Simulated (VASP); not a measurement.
Hf (hcp): computed properties

Method: r2SCAN meta-GGA, VASP's PBE PAW potentials (set 64) (plane waves; VASP).

| Property | Value |
|---|---|
| space group | P6_3/mmc (194) |
| cell | a = b = 3.1919 Å, c = 5.0413 Å, α = β = 90.00°, γ = 120.00° |
| volume per atom | 22.24 Å³/atom |
| band gap (over mesh and band path) | none (metal, semimetal or under 0.01 eV) |
| density | 13.33 g/cm³ |

```
Hf
1.0
    1.59597    -2.76430     0.00000
    1.59597     2.76430     0.00000
    0.00000     0.00000     5.04130
Hf
2
Direct
  0.33333   0.66667   0.25000
  0.66667   0.33333   0.75000
```

Measured: a 3.194 Å at 293 K (computed value off by -0.1 %), c 5.051 Å at 293 K (computed value off by -0.2 %), as given by Wikipedia, Hafnium (infobox). The calculation is for a static lattice, while the measured a, c hold thermal and zero-point effects, which are part of the difference. Unless said otherwise, spin-orbit coupling is left out, though it shifts the bands of the heavy elements here.

The compound is Hf in the hcp structure. It was relaxed first. Symmetry was kept, so distortions that lower it aren't found.
